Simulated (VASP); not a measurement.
An input for Quantum ESPRESSO's pw.x (written as the equivalent of a VASP run, and not itself run):

```
&CONTROL
  calculation = 'scf'
  pseudo_dir = './pseudo'
  outdir = './out'
  tprnfor = .true.
  tstress = .true.
/
&SYSTEM
  ibrav = 0
  nat = 5
  ntyp = 3
  ecutwfc = 84
  occupations = 'smearing'
  smearing = 'gaussian'
  degauss = 0.003675
  input_dft = 'pz'
/
&ELECTRONS
  conv_thr = 7.3e-09
  electron_maxstep = 100
/
ATOMIC_SPECIES
  Ba 137.327 Ba.upf
  Ti 47.867 Ti.upf
  O 15.999 O.upf
CELL_PARAMETERS angstrom
     3.9916820    0.0000000    0.0000000
     0.0000000    3.9916820    0.0000000
     0.0000000    0.0000000    3.9916820
ATOMIC_POSITIONS crystal
  Ba   0.0000000  0.0000000  0.0000000
  Ti   0.5000000  0.5000000  0.5000000
  O    0.5000000  0.0000000  0.5000000
  O    0.0000000  0.5000000  0.5000000
  O    0.5000000  0.5000000  0.0000000
K_POINTS automatic
  6 6 6 0 0 0
```

Task: Write the VASP files for the same calculation (LDA).

Result: Several could match; the one computed here: 
### INCAR
```
ALGO = Normal
EDIFF = 1E-7
ENCUT = 520
ISIF = 2
ISMEAR = 0
LASPH = .TRUE.
LCHARG = .FALSE.
LMAXMIX = 4
LREAL = .FALSE.
LWAVE = .FALSE.
NELM = 100
PREC = Accurate
SIGMA = 0.05
SYSTEM = BaTiO3
```

### POSCAR
```
BaTiO3
3.9916820
  0.9999999993   0.0000000000   0.0000000000
  0.0000000000   0.9999999993   0.0000000000
  0.0000000000   0.0000000000   0.9999999993
Ba Ti O
1 1 3
Direct
  0.0000000000   0.0000000000   0.0000000000
  0.5000000000   0.5000000000   0.5000000000
  0.5000000000   0.0000000000   0.5000000000
  0.0000000000   0.5000000000   0.5000000000
  0.5000000000   0.5000000000   0.0000000000
```

### KPOINTS
```
Automatic mesh
0
gamma
 6 6 6
0 0 0
```

POTCAR, in this order: Ba_sv Ti_sv O (LDA.64 set). Program: vasp_std.

What does not carry over: the potentials are each code's own (VASP's PAW set, PseudoDojo norm-conserving files in pw.x), so ENCUT and ecutwfc are chosen apart and not converted; conv_thr bounds pw.x's estimated SCF error, while EDIFF bounds the energy change between steps.

The compound is BaTiO3 in the cubic perovskite structure, the ideal cubic form; the compound distorts at low or room temperature. This cell is one point of a volume scan, at 1.03 of the reference volume.
